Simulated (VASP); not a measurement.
An input for Ansatz (written as the equivalent of a VASP run, and not itself run):

Ansatz 0.2 input:
```yaml
crystal:
  lattice:
    - [0.0000000, 1.9839000, 1.9839000]
    - [1.9839000, 0.0000000, 1.9839000]
    - [1.9839000, 1.9839000, 0.0000000]
  atoms:
    - { symbol: Pd, position: [0.0000000, 0.0000000, 0.0000000] }
kpoints:
  mp_grid: { grid: [14, 14, 14] }
hamiltonian:
  xc: pbe
  pseudopotentials: { kind: paw }
scf:
  occupations: { method: methfessel_paxton, width: 0.1 }
  max_iter: 100
output: { forces: true, stress: true, eigenvalues: true }
```

Task: Translate this input to VASP (INCAR, KPOINTS, POSCAR, choice of POTCAR).

Result: Several could match; the one computed here: 
**INCAR**
```
# general
SYSTEM   =  Pd
PREC     =  Accurate
ENCUT    =  400
LREAL    =  .False.
LASPH    =  .False.

# electronic loop
EDIFF    =  1E-6
NELM     =  100
ALGO     =  Normal
LMAXMIX  =  4

# smearing
ISMEAR   =  1
SIGMA    =  0.1

# functional
GGA      =  PE

# ions
ISIF     =  2

# output
LWAVE    =  .False.
LCHARG   =  .False.
```

File POSCAR:
```
Pd
1
    0.0000000000     1.9839000000     1.9839000000
    1.9839000000     0.0000000000     1.9839000000
    1.9839000000     1.9839000000     0.0000000000
Pd
1
Direct
  0.0000000000   0.0000000000   0.0000000000
```

### KPOINTS
```
Automatic mesh
0
G
14 14 14
0 0 0
```

POTCAR, in this order: Pd (PBE.64 set). Program: vasp_std.

Limits of the translation: each code has its own PAW files, so the cut-off isn't converted (ENCUT is set for VASP's; basis.ecutwfc is left out, and Ansatz then takes the one that its files recommend); Ansatz stops its SCF on the density residual and VASP on the energy change (EDIFF).

The compound is Pd in the fcc structure. The cell was not relaxed at this level. The run is one of a series of settings (LASPH = .FALSE. against the base run), some of them coarse on purpose.
